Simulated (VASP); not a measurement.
Runs of VASP 6.6.1 on ClSnIH2. The cell holds a molecule in a box, 5 atoms: a = 13.000 Å, b = 12.000 Å, c = 13.000 Å, α = 90.00°, β = 90.00°, γ = 90.00°. 

```csv
task,level,potentials or basis,cell,cutoff (eV),gap on the mesh (eV),largest force (eV/Å)
single point,SCAN+D3(BJ),"VASP PAW PBE potentials, release 64 (Cl_h, Sn_d, I, H_h)",as given,900,(a),0.17
relaxation of the atoms,PBE+TS,"VASP PAW PBE potentials, release 64 (Cl, Sn_d, I, H_s)",atoms relaxed,400,3.89,0.02
electron localisation function,PBE,"VASP PAW PBE potentials, release 64 (Cl, Sn_d, I, H)",as given,520,4.08,(b)
relaxation of the atoms,RPBE+D3(BJ),"VASP PAW PBE potentials, release 64 (Cl, Sn_d, I, H)",atoms relaxed,520,4.05,-
relaxation of the atoms,PBE,"VASP PAW PBE potentials, release 64 (Cl, Sn_d, I, H)","atoms relaxed from: atoms moved at random, drawn with an rms of 0.02 Å",520,3.89,0.01
```

Alike in all rows: no spin polarisation; k mesh 1 × 1 × 1; smearing gaussian 0.01 eV.

Task: Estimate the missing entries.

Result: (a) 4.54; (b) 0.38.

Caveats: spin-orbit coupling is left out, which moves the levels of the heavy elements; the PAW data sets were made with another functional, which shifts forces and pressure a little (some runs).

A k mesh can miss the band edges, and the runs leave out spin-orbit coupling on I, Sn.
